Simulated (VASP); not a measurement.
Energy against volume of FeAl (CsCl type). Level of theory: vdW-DF-cx, VASP's PBE PAW potentials (set 64) (plane waves; VASP 6.6.1). Numerical set-up: 520 eV cut-off, 13×13×13 Γ-centred mesh, first-order Methfessel-Paxton smearing of 0.10 eV, potentials Al Fe.

```csv
V (Å³/atom),E (eV/atom)
11.212,-4.71016
11.559,-4.71657
11.906,-4.71064
12.252,-4.69419
```

Q: Fit these four points and predict the energy of the run at 10.865 Å³/atom.

A: A cubic in V^(−2/3), the third-order Birch-Murnaghan form, passes through the four points with V0 = 11.56 Å³/atom and B0 = 190 GPa, and gives -4.6894 eV/atom there. The run gave -4.6893 eV/atom, +0.1 meV/atom from the fit; all five points give B0 = 190 GPa.

The compound is FeAl in the CsCl type structure. It was relaxed first, which changed the volume by -6 %. The run is not spin-polarised, so no magnetic state was tried.
